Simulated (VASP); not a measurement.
Calculation: PBE GGA, VASP's PBE PAW potentials (set 64) (plane waves; VASP).

VASP input:

**INCAR**
```
# general
SYSTEM =TiSi63
PREC   =Normal
ENCUT  =400
LREAL  =Auto
LASPH  =T
ISYM   =0
NELECT =258.0

# electronic loop
EDIFF  =1E-5
NELM   =100
NELMIN =4
ALGO   =Fast
LMAXMIX=4

# smearing
ISMEAR =0
SIGMA  =0.05

# functional
GGA    =PE

# ions
IBRION =2
NSW    =60
ISIF   =2
EDIFFG =-0.03

# output
LWAVE  =F
LCHARG =F
```

KPOINTS:
```
kpoints
0
gamma
  1 1 1
0 0 0
```

### POSCAR
```
TiSi63
1.0
 10.9370747000   0.0000000000   0.0000000000
  0.0000000000  10.9370747000   0.0000000000
  0.0000000000   0.0000000000  10.9370747000
Si Ti
63 1
Cart
  5.4685373500   0.0000000000   0.0000000000
  6.8356716875   1.3671343375   1.3671343375
  8.2028060250   2.7342686750   0.0000000000
  9.5699403625   4.1014030125   1.3671343375
  8.2028060250   0.0000000000   2.7342686750
  9.5699403625   1.3671343375   4.1014030125
  0.0000000000   0.0000000000   0.0000000000
  1.3671343375   1.3671343375   1.3671343375
  2.7342686750   2.7342686750   0.0000000000
  4.1014030125   4.1014030125   1.3671343375
  5.4685373500   5.4685373500   0.0000000000
  6.8356716875   6.8356716875   1.3671343375
  8.2028060250   8.2028060250   0.0000000000
  9.5699403625   9.5699403625   1.3671343375
  2.7342686750   0.0000000000   2.7342686750
  4.1014030125   1.3671343375   4.1014030125
  5.4685373500   2.7342686750   2.7342686750
  6.8403636925   4.1484543079   4.1414108318
  8.2028060250   5.4685373500   2.7342686750
  9.5699403625   6.8356716875   4.1014030125
  5.4685373500   0.0000000000   5.4685373500
  6.8356716875   1.3671343375   6.8356716875
  8.2028060250   2.7342686750   5.4685373500
  9.5699403625   4.1014030125   6.8356716875
  8.2028060250   0.0000000000   8.2028060250
  9.5699403625   1.3671343375   9.5699403625
  0.0000000000   5.4685373500   0.0000000000
  1.3671343375   6.8356716875   1.3671343375
  2.7342686750   8.2028060250   0.0000000000
  4.1014030125   9.5699403625   1.3671343375
  0.0000000000   2.7342686750   2.7342686750
  1.3671343375   4.1014030125   4.1014030125
  2.7342686750   5.4685373500   2.7342686750
  4.1120557233   6.8548881277   4.1054606672
  5.4685373500   8.2028060250   2.7342686750
  6.8356716875   9.5699403625   4.1014030125
  0.0000000000   0.0000000000   5.4685373500
  1.3671343375   1.3671343375   6.8356716875
  2.7342686750   2.7342686750   5.4685373500
  4.1136197249   4.1485636786   6.8523507264
  6.8117085568   6.7944389159   6.8531819441
  8.2028060250   8.2028060250   5.4685373500
  9.5699403625   9.5699403625   6.8356716875
  2.7342686750   0.0000000000   8.2028060250
  4.1014030125   1.3671343375   9.5699403625
  5.4685373500   2.7342686750   8.2028060250
  6.8356716875   4.1014030125   9.5699403625
  8.2028060250   5.4685373500   8.2028060250
  9.5699403625   6.8356716875   9.5699403625
  0.0000000000   8.2028060250   2.7342686750
  1.3671343375   9.5699403625   4.1014030125
  0.0000000000   5.4685373500   5.4685373500
  1.3671343375   6.8356716875   6.8356716875
  2.7342686750   8.2028060250   5.4685373500
  4.1014030125   9.5699403625   6.8356716875
  0.0000000000   2.7342686750   8.2028060250
  1.3671343375   4.1014030125   9.5699403625
  2.7342686750   5.4685373500   8.2028060250
  4.1014030125   6.8356716875   9.5699403625
  5.4685373500   8.2028060250   8.2028060250
  6.8356716875   9.5699403625   9.5699403625
  0.0000000000   8.2028060250   8.2028060250
  1.3671343375   9.5699403625   9.5699403625
  5.4631891205   5.4407899915   5.5073749023
```

POTCAR, in this order: Si Ti (PBE.64 set). Program: vasp_gam.

The resulting files:

### OSZICAR
```
       N       E                     dE             d eps       ncg     rms          rms(c)
DAV:   1     0.125131024567E+04    0.12513E+04   -0.95596E+04   324   0.114E+03
DAV:   2    -0.168858709629E+03   -0.14202E+04   -0.13513E+04   422   0.211E+02
DAV:   3    -0.330245901517E+03   -0.16139E+03   -0.15173E+03   408   0.641E+01
DAV:   4    -0.336634311668E+03   -0.63884E+01   -0.63312E+01   392   0.148E+01
DAV:   5    -0.336830186627E+03   -0.19587E+00   -0.19522E+00   384   0.297E+00    0.304E+01
RMM:   6    -0.331978507505E+03    0.48517E+01   -0.16566E+01   327   0.637E+00    0.173E+01
RMM:   7    -0.332545995149E+03   -0.56749E+00   -0.12958E+01   337   0.475E+00    0.134E+01
RMM:   8    -0.329097389564E+03    0.34486E+01   -0.60820E+00   333   0.439E+00    0.342E+00
RMM:   9    -0.329107863600E+03   -0.10474E-01   -0.15615E+00   333   0.173E+00    0.168E+00
RMM:  10    -0.329115702908E+03   -0.78393E-02   -0.23864E-01   355   0.806E-01    0.154E+00
RMM:  11    -0.329130873083E+03   -0.15170E-01   -0.23374E-01   343   0.685E-01    0.118E+00
RMM:  12    -0.329112415010E+03    0.18458E-01   -0.14396E-01   339   0.518E-01    0.386E-01
RMM:  13    -0.329110138867E+03    0.22761E-02   -0.90155E-03   337   0.205E-01    0.173E-01
RMM:  14    -0.329110334112E+03   -0.19525E-03   -0.30697E-03   328   0.853E-02    0.128E-01
RMM:  15    -0.329110799408E+03   -0.46530E-03   -0.13601E-03   336   0.612E-02    0.126E-01
RMM:  16    -0.329110663175E+03    0.13623E-03   -0.56889E-04   332   0.461E-02    0.169E-02
RMM:  17    -0.329110659931E+03    0.32432E-05   -0.10455E-04   301   0.183E-02    0.113E-02
RMM:  18    -0.329110659789E+03    0.14237E-06   -0.17775E-05   206   0.906E-03
   1 F= -.32911066E+03 E0= -.32908278E+03  d E =-.329111E+03
       N       E                     dE             d eps       ncg     rms          rms(c)
DAV:   1    -0.329688780928E+03   -0.57812E+00   -0.11583E+01   352   0.523E+00    0.279E+00
RMM:   2    -0.330265843783E+03   -0.57706E+00   -0.47751E+00   324   0.366E+00    0.684E+00
RMM:   3    -0.329585289727E+03    0.68055E+00   -0.73939E-01   324   0.174E+00    0.164E+00
RMM:   4    -0.329589773108E+03   -0.44834E-02   -0.49065E-02   326   0.443E-01    0.867E-01
RMM:   5    -0.329583652361E+03    0.61207E-02   -0.26249E-02   342   0.251E-01    0.225E-01
RMM:   6    -0.329583918726E+03   -0.26637E-03   -0.40613E-03   355   0.111E-01    0.578E-02
RMM:   7    -0.329583988817E+03   -0.70091E-04   -0.10543E-03   345   0.496E-02    0.364E-02
RMM:   8    -0.329583997304E+03   -0.84868E-05   -0.14470E-04   316   0.236E-02    0.128E-02
RMM:   9    -0.329583997453E+03   -0.14884E-06   -0.30409E-05   220   0.118E-02
   2 F= -.32958400E+03 E0= -.32955588E+03  d E =-.473338E+00
       N       E                     dE             d eps       ncg     rms          rms(c)
DAV:   1    -0.329615422192E+03   -0.31425E-01   -0.11048E+00   352   0.164E+00    0.823E-01
RMM:   2    -0.329681569265E+03   -0.66147E-01   -0.36150E-01   324   0.104E+00    0.220E+00
RMM:   3    -0.329608730149E+03    0.72839E-01   -0.66790E-02   324   0.526E-01    0.472E-01
RMM:   4    -0.329608352793E+03    0.37736E-03   -0.50381E-03   324   0.143E-01    0.213E-01
RMM:   5    -0.329608175648E+03    0.17715E-03   -0.14669E-03   339   0.661E-02    0.572E-02
RMM:   6    -0.329608210568E+03   -0.34919E-04   -0.39603E-04   324   0.316E-02    0.152E-02
RMM:   7    -0.329608214542E+03   -0.39741E-05   -0.56034E-05   233   0.137E-02
   3 F= -.32960821E+03 E0= -.32958007E+03  d E =-.497555E+00
       N       E                     dE             d eps       ncg     rms          rms(c)
DAV:   1    -0.329662444747E+03   -0.54234E-01   -0.15872E+00   332   0.209E+00    0.771E-01
RMM:   2    -0.329705187130E+03   -0.42742E-01   -0.23000E-01   324   0.929E-01    0.170E+00
RMM:   3    -0.329662178244E+03    0.43009E-01   -0.47307E-02   324   0.479E-01    0.352E-01
RMM:   4    -0.329662048620E+03    0.12962E-03   -0.61358E-03   326   0.163E-01    0.175E-01
RMM:   5    -0.329662048998E+03   -0.37818E-06   -0.14951E-03   344   0.757E-02    0.554E-02
RMM:   6    -0.329662082429E+03   -0.33430E-04   -0.40133E-04   331   0.361E-02    0.157E-02
RMM:   7    -0.329662085734E+03   -0.33054E-05   -0.60785E-05   248   0.163E-02
   4 F= -.32966209E+03 E0= -.32963389E+03  d E =-.538712E-01
       N       E                     dE             d eps       ncg     rms          rms(c)
DAV:   1    -0.329665052478E+03   -0.29700E-02   -0.14926E-01   348   0.640E-01    0.231E-01
RMM:   2    -0.329668849918E+03   -0.37974E-02   -0.19018E-02   324   0.271E-01    0.497E-01
RMM:   3    -0.329665093832E+03    0.37561E-02   -0.41367E-03   324   0.143E-01    0.104E-01
RMM:   4    -0.329665074280E+03    0.19552E-04   -0.59484E-04   324   0.504E-02    0.485E-02
RMM:   5    -0.329665079028E+03   -0.47477E-05   -0.14737E-04   317   0.228E-02    0.195E-02
RMM:   6    -0.329665080846E+03   -0.18180E-05   -0.30940E-05   210   0.109E-02
   5 F= -.32966508E+03 E0= -.32963688E+03  d E =-.568663E-01
       N       E                     dE             d eps       ncg     rms          rms(c)
DAV:   1    -0.329672004192E+03   -0.69252E-02   -0.17309E-01   336   0.779E-01    0.225E-01
RMM:   2    -0.329672781782E+03   -0.77759E-03   -0.91394E-03   324   0.221E-01    0.978E-02
RMM:   3    -0.329673120042E+03   -0.33826E-03   -0.21820E-03   324   0.114E-01    0.127E-01
RMM:   4    -0.329672852626E+03    0.26742E-03   -0.57240E-04   333   0.622E-02    0.380E-02
RMM:   5    -0.329672858868E+03   -0.62420E-05   -0.16994E-04   316   0.279E-02    0.166E-02
RMM:   6    -0.329672861843E+03   -0.29748E-05   -0.39617E-05   225   0.136E-02
   6 F= -.32967286E+03 E0= -.32964465E+03  d E =-.778100E-02
       N       E                     dE             d eps       ncg     rms          rms(c)
DAV:   1    -0.329673652794E+03   -0.79393E-03   -0.45497E-02   352   0.399E-01    0.116E-01
RMM:   2    -0.329673861412E+03   -0.20862E-03   -0.24219E-03   324   0.113E-01    0.495E-02
RMM:   3    -0.329673949463E+03   -0.88051E-04   -0.56652E-04   324   0.581E-02    0.637E-02
RMM:   4    -0.329673884741E+03    0.64722E-04   -0.15103E-04   321   0.317E-02    0.197E-02
RMM:   5    -0.329673886744E+03   -0.20025E-05   -0.46428E-05   230   0.143E-02
   7 F= -.32967389E+03 E0= -.32964568E+03  d E =-.880590E-02
       N       E                     dE             d eps       ncg     rms          rms(c)
DAV:   1    -0.329675337591E+03   -0.14528E-02   -0.44621E-02   336   0.394E-01    0.109E-01
RMM:   2    -0.329675530864E+03   -0.19327E-03   -0.23119E-03   324   0.111E-01    0.483E-02
RMM:   3    -0.329675596384E+03   -0.65521E-04   -0.49609E-04   324   0.559E-02    0.540E-02
RMM:   4    -0.329675555147E+03    0.41237E-04   -0.16443E-04   328   0.311E-02    0.216E-02
RMM:   5    -0.329675554565E+03    0.58202E-06   -0.45130E-05   228   0.143E-02
   8 F= -.32967555E+03 E0= -.32964735E+03  d E =-.166782E-02
```

### OUTCAR
```
------------------------ aborting loop because EDIFF is reached ----------------------------------------
  FORCE on cell =-STRESS in cart. coord.  units (eV):
  Direction    XX          YY          ZZ          XY          YZ          ZX
  --------------------------------------------------------------------------------------
  Total       26.5249576     26.4641839     26.5296550     -0.0550034      0.0535205     -0.0136326
  in kB       32.4834199     32.4089942     32.4891725     -0.0673592      0.0655432     -0.0166950
  external PRESSURE =      32.4605289 kB  Pullay stress =       0.0000000 kB
  volume of cell :     1308.29
      direct lattice vectors                 reciprocal lattice vectors
    10.937074700  0.000000000  0.000000000     0.091432127  0.000000000  0.000000000
     0.000000000 10.937074700  0.000000000     0.000000000  0.091432127  0.000000000
     0.000000000  0.000000000 10.937074700     0.000000000  0.000000000  0.091432127
 POSITION                                       TOTAL-FORCE (eV/Angst)
 -----------------------------------------------------------------------------------
      5.46935      0.00212      0.00242        -0.002358      0.002538      0.001847
      6.82428      1.35494      1.35706         0.019101     -0.005817     -0.003837
      8.19979      2.73605      0.00337         0.008229     -0.005306     -0.009126
      9.58414      4.11070      1.35421         0.000044     -0.009259      0.003711
      8.19979      0.00096      2.73857         0.009680     -0.005682     -0.007761
      9.58480      1.35352      4.11132         0.007569     -0.007334     -0.008235
     10.93704     10.93695     10.93670         0.001784      0.004185      0.002586
      1.36554      1.36584      1.36539        -0.000662     -0.005196     -0.000075
      2.73902      2.73807      0.00065        -0.009686     -0.005286      0.006158
      4.10997      4.10870      1.36686        -0.002572     -0.001272     -0.001561
      5.46838      5.46804      0.00146        -0.001223      0.002300      0.002256
      6.82882      6.82914      1.36353         0.001197      0.000779      0.000760
      8.19950      8.19966     10.93557         0.007086      0.009065      0.008287
      9.57140      9.57162      1.36511         0.003813      0.000866      0.002307
      2.73877      0.00143      2.73912        -0.010310      0.011244     -0.009970
      4.11047      1.36778      4.10967        -0.004044     -0.004990      0.006549
      5.46902      2.72665      2.72682         0.003251     -0.011403     -0.015495
      6.90393      4.04380      4.04258         0.002948     -0.015195     -0.007408
      8.21868      5.47473      2.72054        -0.005871     -0.013740      0.001592
      9.57307      6.83084      4.11012         0.001839     -0.003060      0.001083
      5.46859      0.00030      5.46822        -0.000140      0.000810      0.000807
      6.82809      1.36443      6.82795         0.000296      0.000365      0.003120
      8.21791      2.72035      5.47319        -0.000983      0.003500     -0.013067
      9.57500      4.10739      6.82906         0.000718      0.001693      0.005322
      8.19907     10.93612      8.19913         0.005720      0.013800      0.008085
      9.57175      1.36556      9.57145        -0.000113     -0.004054      0.002980
     10.93697      5.46888      0.00363        -0.003484      0.000305      0.002980
      1.35371      6.82502      1.35556        -0.005679      0.016675     -0.001202
      2.73653      8.20066      0.00366        -0.006041      0.011661     -0.009731
      4.11099      9.58636      1.35354        -0.011650      0.000404      0.000258
      0.00032      2.73823      2.73834         0.007861     -0.007251     -0.006832
      1.36596      4.10947      4.10924        -0.002509     -0.001398      0.004012
      2.72310      5.46647      2.72291        -0.001351      0.013994     -0.000834
      4.03881      6.90575      4.03666        -0.016367      0.002900     -0.008372
      5.47411      8.21957      2.71905        -0.016869     -0.002465      0.006277
      6.82997      9.57246      4.11042        -0.001140     -0.000350      0.001012
     10.93589     10.93630      5.46948        -0.006173      0.002544     -0.001715
      1.35337      1.35301      6.82460        -0.006335     -0.008162      0.017150
      2.72212      2.72297      5.46785        -0.011536     -0.009658      0.005542
      4.02678      4.03407      6.91635         0.008297     -0.000975     -0.020659
      6.89918      6.89667      6.90862         0.004610      0.009136     -0.005258
      8.21210      8.21179      5.46872         0.008749      0.012923      0.001829
      9.58095      9.58272      6.82430         0.006881      0.005115      0.021835
      2.73780      0.00170      8.19960        -0.006063     -0.007508      0.007985
      4.11152      1.35268      9.58558        -0.010000     -0.002165      0.003856
      5.47327      2.71962      8.21928        -0.012041      0.001376      0.005614
      6.82951      4.10690      9.57651        -0.000350      0.001917     -0.000682
      8.21949      5.46167      8.22089        -0.005436      0.020120     -0.002646
      9.58602      6.82628      9.58586        -0.001283      0.008552      0.001563
      0.00157      8.20032      2.73839        -0.007791      0.012835     -0.006005
      1.35332      9.58594      4.11183        -0.006757      0.002970     -0.013725
     10.93699      5.46860      5.46801         0.002178      0.001696      0.002058
      1.36196      6.83096      6.82717         0.003349     -0.003712      0.007131
      2.71994      8.21851      5.47269         0.004997     -0.000821     -0.014313
      4.10853      9.57378      6.82888         0.002870     -0.001706      0.002166
      0.00255      2.73689      8.19979        -0.009237     -0.001488      0.009386
      1.35082      4.11082      9.58817         0.000923     -0.007884      0.000598
      2.71432      5.47819      8.22405         0.004897     -0.020530     -0.006396
      4.10830      6.83172      9.57726        -0.000395     -0.004470      0.001920
      5.46414      8.21793      8.21923         0.012617      0.003719      0.002590
      6.82557      9.58598      9.58563         0.014019      0.001022      0.004383
     10.93475      8.20069      8.19901         0.010406      0.007489      0.006310
      1.36532      9.57184      9.57146        -0.001096     -0.000775      0.002611
      5.45898      5.46667      5.47705         0.021615     -0.009585     -0.001613
 -----------------------------------------------------------------------------------
    total drift:                               -0.006607     -0.012746      0.030067
  FREE ENERGIE OF THE ION-ELECTRON SYSTEM (eV)
  ---------------------------------------------------
  free  energy   TOTEN  =      -329.6755545650 eV

  energy  without entropy=     -329.6191386683  energy(sigma->0) =     -329.64734662

 reached required accuracy - stopping structural energy minimisation
```
(Selected blocks of OUTCAR.)

### CONTCAR
```
TiSi63
   1.00000000000000
    10.9370747000000001    0.0000000000000000    0.0000000000000000
     0.0000000000000000   10.9370747000000001    0.0000000000000000
     0.0000000000000000    0.0000000000000000   10.9370747000000001
  Si              Ti
    63     1
Direct
     0.5000747567022384    0.0001934634362671    0.0002210264146295
     0.6239582392360450    0.1238848387381058    0.1240787827608586
     0.7497240743792352    0.2501625828309116    0.0003080698106640
     0.8762985706684734    0.3758504744802740    0.1238184312207106
     0.7497242501725350    0.0000878311199435    0.2503929542297092
     0.8763589733593129    0.1237550587111104    0.3759063649066545
     0.9999968298324469    0.9999882368536475    0.9999661713143907
     0.1248537752643007    0.1248818390592879    0.1248401332729329
     0.2504343385666336    0.2503474057940348    0.0000589994793908
     0.3757829829667526    0.3756673507921484    0.1249752897738882
     0.4999855977926680    0.4999549309714799    0.0001339381963495
     0.6243734069774100    0.6244023911809637    0.1246704708324461
     0.7496979249105923    0.7497121212729665    0.9998627923790644
     0.8751333715010047    0.8751537544771444    0.1248144942388139
     0.2504115216999482    0.0001305356551117    0.2504440138512446
     0.3758290768931466    0.1250589754231675    0.3757562714270352
     0.5000438028745138    0.2493034120635424    0.2493185701295565
     0.6312411632428692    0.3697330493694693    0.3696215598108958
     0.7514511966528845    0.5005665151647057    0.2487445087202959
     0.8752860860715785    0.6245578918397098    0.3757971368519985
     0.5000050115606959    0.0000274672458313    0.4999713570316411
     0.6243069301525661    0.1247528869571816    0.6242937634657262
     0.7513811033720387    0.2487275487337706    0.5004253156998456
     0.8754626419506479    0.3755473708325930    0.6243958173998188
     0.7496584053532075    0.9999126185278815    0.7496636383585858
     0.8751659078693685    0.1248558326552126    0.8751375980527110
     0.9999906737294897    0.5000317305559591    0.0003321643813587
     0.1237728553277166    0.6240259117837726    0.1239419215691710
     0.2502063247905132    0.7498034698787537    0.0003346005042459
     0.3758764365424118    0.8765013107834515    0.1237571874298300
     0.0000296313592415    0.2503624323495366    0.2503720448337240
     0.1248928527327230    0.3757375529373577    0.3757166296032763
     0.2489787659257850    0.4998108898314750    0.2489611759356408
     0.3692771505407381    0.6314077356366495    0.3690802992561675
     0.5005095646852722    0.7515327708474236    0.2486086143151823
     0.6244790803277777    0.8752299305857947    0.3758248792236331
     0.9998920303338030    0.9999291017595312    0.5000862100581861
     0.1237410792583190    0.1237081296837027    0.6239878221344458
     0.2488889016338779    0.2489671521078288    0.4999368723980289
     0.3681773375926377    0.3688440162858662    0.6323762347408078
     0.6308066159620537    0.6305769623859615    0.6316698371583870
     0.7508501034040809    0.7508218706026635    0.5000166395645000
     0.8760067628199865    0.8761682915052700    0.6239600287582493
     0.2503226047423421    0.0001551688952400    0.7497067709942873
     0.3759253035851523    0.1236782012183921    0.8764302926550789
     0.5004327935024139    0.2486604315273514    0.7515062524314440
     0.6244363378574287    0.3755029180242966    0.8756009530183597
     0.7515251384235454    0.4993720900598106    0.7516532687719788
     0.8764706260642475    0.6241410683342868    0.8764559211634337
     0.0001438362818878    0.7497725282816919    0.2503770782106258
     0.1237370556599072    0.8764631348015390    0.3759534875456469
     0.9999924562780724    0.5000060465312322    0.4999514636801575
     0.1245264645025715    0.6245687879380671    0.6242222867672277
     0.2486900232958565    0.7514354354939325    0.5003794386950736
     0.3756520497478033    0.8753508708237734    0.6243792299469478
     0.0002327221473441    0.2502399705063412    0.7497239113174953
     0.1235081969364380    0.3758611136179513    0.8766668151407135
     0.2481762534120692    0.5008822007488848    0.7519428332913862
     0.3756305586811515    0.6246391339025992    0.8756689941083755
     0.4995975977658647    0.7513828781957904    0.7515015347939676
     0.6240767063464109    0.8764662834612023    0.8764344592992255
     0.9997873595555390    0.7498066989513730    0.7496529174847253
     0.1248338098018995    0.8751741251078606    0.8751388908200886
     0.4991259984225050    0.4998292698709228    0.5007785683690734
```

The cell is charged, with a uniform compensating background. The supercell is sampled at Γ alone, which is coarse: total energies, pressure and levels can be off, energies of defects by several tenths of an eV.

The cell is a supercell with a defect, built from Si (diamond): Ti_Si, charge -2. The run is not spin-polarised, so no state with unpaired spins was tried.
